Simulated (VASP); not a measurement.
Input:

```yaml
crystal:
  lattice:
    - [5.08717, 0.00000, 0.00000]
    - [-2.54358, 4.40562, 0.00000]
    - [0.00000, 0.00000, 5.56920]
  atoms:
    - { symbol: Si, position: [0.00000, 0.50000, 0.33333] }
    - { symbol: Si, position: [0.50000, 0.00000, 0.00000] }
    - { symbol: Si, position: [0.50000, 0.50000, 0.66667] }
    - { symbol: O, position: [0.58355, 0.79178, 0.83333] }
    - { symbol: O, position: [0.79178, 0.58355, 0.50000] }
    - { symbol: O, position: [0.20822, 0.79178, 0.16667] }
    - { symbol: O, position: [0.41645, 0.20822, 0.83333] }
    - { symbol: O, position: [0.20822, 0.41645, 0.50000] }
    - { symbol: O, position: [0.79178, 0.20822, 0.16667] }
```

These are PBEsol GGA, VASP's PBE PAW potentials (set 64) (plane waves; VASP) values and carry that method's errors. Numerical set-up: 520 eV cut-off, Gaussian smearing of 0.050 eV, potentials Si O.

Question: Give the energies of bands 13 to 26 at the high-symmetry points, in eV from the valence-band maximum.

Answer: 
| band | Γ | M | K | A | L | H |
|---|---|---|---|---|---|---|
| 13 | -2.87 | -3.08 | -3.01 | -2.72 | -3.20 | -3.26 |
| 14 | -2.85 | -3.00 | -3.01 | -2.72 | -3.18 | -2.88 |
| 15 | -2.85 | -2.52 | -2.69 | -2.51 | -2.50 | -2.88 |
| 16 | -2.56 | -2.39 | -2.21 | -2.13 | -2.30 | -2.12 |
| 17 | -1.72 | -2.12 | -2.04 | -2.13 | -2.13 | -1.99 |
| 18 | -1.72 | -2.03 | -2.04 | -2.07 | -1.52 | -1.99 |
| 19 | -1.72 | -1.69 | -1.75 | -2.07 | -1.39 | -1.03 |
| 20 | -0.99 | -1.18 | -1.44 | -1.83 | -1.32 | -1.03 |
| 21 | -0.99 | -1.15 | -1.44 | -1.15 | -0.92 | -0.90 |
| 22 | -0.47 | -0.99 | -0.49 | -0.30 | -0.73 | -0.87 |
| 23 | -0.47 | -0.35 | -0.49 | -0.01 | -0.70 | -0.67 |
| 24 | -0.20 | -0.01 | -0.07 | -0.01 | -0.35 | -0.67 |
| 25 | 5.52 | 7.55 | 8.31 | 7.35 | 8.32 | 8.27 |
| 26 | 8.77 | 8.39 | 8.31 | 7.35 | 8.87 | 9.30 |

The gap is indirect, 5.52 eV, from the valence maximum at Γ-A at 0.89 to the conduction minimum at Γ.

The structure comes from a computed database's SiO2 entry (P6_422); how it stands against other phases isn't given here. It was relaxed first.
